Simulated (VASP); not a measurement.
# ZrN (relaxed from the rock salt structure, space group Fm-3m): computed properties

These are PBEsol GGA, VASP's PBE PAW potentials (set 64) (plane waves; VASP) values and carry that method's errors.

For ZrN, the space group is Fm-3m (225) and the cell is a = b = c = 4.5543 Å, α = β = γ = 90.00°. The volume per atom is 11.81 Å³/atom. The band gap (over mesh and band path) comes out as none (metal, semimetal or under 0.01 eV) and the density comes out as 7.40 g/cm³.

```xyz
2
Lattice="0.0000 2.2771 2.2771 2.2771 0.0000 2.2771 2.2771 2.2771 0.0000" Properties=species:S:1:pos:R:3 pbc="T T T"
Zr     0.0000     0.0000     0.0000
N      2.2771     2.2771     2.2771
```

The structure was generated: ZrN was put into the rock salt type (Fm-3m), which need not be its known phase. It was relaxed first, which changed the volume by -37 %. Symmetry was kept, so distortions that lower it aren't found. The electron count is odd and the run is not spin-polarised, which forces a metal.
